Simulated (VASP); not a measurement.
Runs of VASP 6.6.1 on Ge2Sb2Te5. Symmetry: P-3m1, No. 164, trigonal system. Conventional cell: a = 4.294 Å, b = 4.294 Å, c = 17.101 Å, α = 90.00°, β = 90.00°, γ = 120.00°. Around Ge (site symmetry 3m) lie 6 Te at 3.00 to 3.04 Å. Around Sb (site symmetry 3m) lie 6 Te at 3.01 to 3.20 Å. Te (site symmetry -3m) has 6 Ge at 3.04 Å as nearest neighbours. Te (site symmetry 3m) is surrounded by 3 Ge at 3.00 Å and 3 Sb at 3.20 Å. Te (site symmetry 3m) has 3 Sb at 3.01 Å as nearest neighbours. The cell comes from a database or a generator and needn't be the stable form of this composition.

```csv
level,potentials or basis,k mesh,cutoff (eV),gap on the mesh (eV),pressure (GPa),relaxed volume (Å³/atom),largest force (eV/Å)
PBEsol,"VASP PAW PBE potentials, release 64 (Ge_d, Sb, Te)",9 × 9 × 2,600,0.13,0.0,28.98,0.01
PBE+D3(BJ),"VASP PAW PBE potentials, release 64 (Ge_d, Sb, Te)",9 × 9 × 2,600,(b),0.0,29.02,0.01
PBE,"VASP PAW PBE potentials, release 64 (Ge, Sb, Te)",5 × 5 × 1,300,0.57,0.0,(a),0.01
LDA,"VASP PAW LDA potentials, release 64 (Ge_d, Sb, Te)",9 × 9 × 2,600,(c),0.0,28.31,0.01
```

Alike in all rows: task relaxation of cell and atoms; no spin polarisation; cell relaxed; smearing gaussian 0.03 eV.

Fill in the values left out.

(a) 31.13; (b) 0.10; (c) 0.02.

Caveats: spin-orbit coupling is left out, which moves the levels of the heavy elements; an odd mesh through Γ misses points on the zone boundary, where band edges often lie; the PAW data sets were made with another functional, which shifts forces and pressure a little (some runs); this functional lacks dispersion, which binds the layers, so the pressure and a relaxed spacing across them are unreliable (some runs).

A k mesh can miss the band edges, and the runs leave out spin-orbit coupling on Ge, Sb, Te.

Not every run made on this cell is shown here.
